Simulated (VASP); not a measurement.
Wanted: the native input for a VASP 6.6.1 run.

```
Task                   : single point
Functional             : PBE
Dispersion             : D3(BJ)
Potentials or basis    : VASP PAW PBE potentials, release 64 (S, O, C, H)
Cutoff                 : 520 eV
k mesh                 : 1 × 1 × 1
Occupations            : fermi-dirac, width 0.02 eV
Spin                   : no spin polarisation
Dipole correction      : no
Further INCAR settings : LREAL = Auto; ALGO = Fast; EDIFF = 1e-06; NBANDS = 74
```

The structure of H4CSO2 lies in POSCAR:

```
H4CSO2
1.0
    7.5966740000      0.0000000000      0.0000000000
    0.0000000000      7.5966740000      0.0000000000
    0.0000000000      0.0000000000      7.5966740000
S O C H
4 8 4 16
Direct
    0.7270155334      0.9771381528      0.9030004447
   -0.0293154610      0.6264057139      0.4105217626
    1.0344658728      0.1223430149      0.3388193307
    0.2883367116      0.2878364927      0.8435270488
    0.6184943569      0.9028819718      1.0441411597
    0.8056815391      0.8499509127      0.7832769973
    0.1307809181      0.5812017206      0.3130317294
   -0.0976874880      0.7983757102      0.3583541955
    1.1223596011      0.1540016065      0.1760112386
    0.9038824096      0.2503069106      0.3969105427
    0.1300042624      0.2648922410      0.7405477713
    0.4219346519      0.1502368010      0.8117631479
    0.5267041866      0.2802278997      0.3764805493
    0.2578365216      0.6940932308      0.8759228052
    0.4790254261      0.8041940460      0.4858441997
    0.8146591522      0.4444971576      0.9282746634
    0.4035318614      0.3128211109      0.4349271800
    0.5222680347      0.1375470370      0.3276828781
    0.5970902529      0.2716188690      0.5055633558
    0.5748436750      0.3854976533      0.2849931431
    0.2130800927      0.8370900212      0.9100561641
    0.3833388138      0.6922634827      0.9518112795
    0.3152958782      0.6970023987      0.7448654503
    0.1659542057      0.5922065367      0.9069627050
    0.5135405310      0.8920877742      0.5888498045
    0.3354494348      0.8106968918      0.4773536419
    0.5328911047      0.6777571342      0.4936897384
    0.5438695935      0.8570724504      0.3640408947
    0.7985205104      0.4475116347      0.7873577305
    0.9126099132      0.5430139558      0.9736102931
    0.8463440711      0.3098856157      0.9874189678
    0.6902626070      0.4659144252      1.0033996457
```

The cell was built by a generator and needn't be a form met in nature.

One way to write it, as run:

INCAR

```
ALGO = Fast ; EDIFF = 1E-6
ENCUT = 520 ; GGA = PE
ISIF = 2 ; ISMEAR = -1
IVDW = 12 ; LASPH = True
LCHARG = False ; LREAL = Auto
LWAVE = False ; NBANDS = 74
NELM = 80 ; PREC = Accurate
SIGMA = 0.02
```

KPOINTS

```
k-points
0
Gamma
  1 1 1
```

Potentials or basis: VASP PAW PBE potentials, release 64 (S, O, C, H).

The run is started by

```console
$ cat potpaw_PBE.64/S/POTCAR potpaw_PBE.64/O/POTCAR potpaw_PBE.64/C/POTCAR potpaw_PBE.64/H/POTCAR > POTCAR
$ mpirun -np 1 vasp_gam > vasp.out
```

It gave:

* Pressure: -0.3 GPa
* Largest force: 3.695 eV/Å
* Band gap on the k mesh: 2.85 eV, direct
* Dispersion energy per atom: -0.055 eV

It took 58 s on 1 thread of AMD EPYC 7R13 Processor (Zen 3), on a shared host, peak memory 0.4 GiB.
